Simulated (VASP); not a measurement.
Given:

```yaml
crystal:
  lattice:
    - [0.00000, 2.75466, 2.75466]
    - [2.75466, 0.00000, 2.75466]
    - [2.75466, 2.75466, 0.00000]
  atoms:
    - { symbol: Li, position: [0.00000, 0.00000, 0.00000] }
    - { symbol: Br, position: [0.50000, 0.50000, 0.50000] }
```

The numbers are results of optB86b-vdW, VASP's PBE PAW potentials (set 64) (plane waves; VASP), not measurements. Settings: 520 eV cut-off, 8×8×8 Γ-centred mesh, Gaussian smearing of 0.050 eV, potentials Li_sv Br.

Estimate the energy per atom (σ→0), band gap (on the k-mesh) with the smallest direct gap where there is one.

```json
{
 "band gap (on the k-mesh)": "4.96 eV",
 "smallest direct gap (on the k-mesh)": "4.96 eV",
 "energy per atom (σ→0)": "-2.090 eV/atom"
}
```

Total energies compare only between runs with the same potentials, cut-off and functional.

The compound is LiBr in the rock salt structure. This cell is one point of a volume scan, at 1.03 of the reference volume.
